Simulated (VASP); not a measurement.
InAs, 2 atoms in the cell. The structure is cubic, space group F-43m (No. 216). Conventional cell: a = 6.036 Å, b = 6.036 Å, c = 6.036 Å, α = 90.00°, β = 90.00°, γ = 90.00°. In (site symmetry -43m) is surrounded by 4 As at 2.61 Å. Around As (site symmetry -43m) lie 4 In at 2.61 Å. 

```yaml
Program: VASP 6.6.1
Task: relaxation of cell and atoms
Functional: PBEsol
Potentials_or_basis: VASP PAW PBE potentials, release 64 (In_d, As)
Cutoff: 520 eV
k_mesh: 10 × 10 × 10
Occupations: gaussian, width 0.02 eV
Spin: no spin polarisation
Further_INCAR_settings: ALGO = Normal; EDIFF = 1e-07; IBRION = 2; EDIFFG = -0.002; NSW = 80; ISIF = 3
```

Potentials or basis: VASP PAW PBE potentials, release 64 (In_d, As).

Command:

```bash
$ cat potpaw_PBE.64/In_d/POTCAR potpaw_PBE.64/As/POTCAR > POTCAR
$ mpirun -np 4 vasp_std > vasp.out
```

Hardware: 4 MPI ranks on AMD EPYC 9R14 (Zen 4) (shared host).

Problem. How long does it take, and how much memory?

Solution. Run time: 16 s on 4 MPI ranks on AMD EPYC 9R14 (Zen 4) (shared host), peak memory 0.18 GiB a rank. Counts: scf iterations 32, k points 47, ion steps 3.
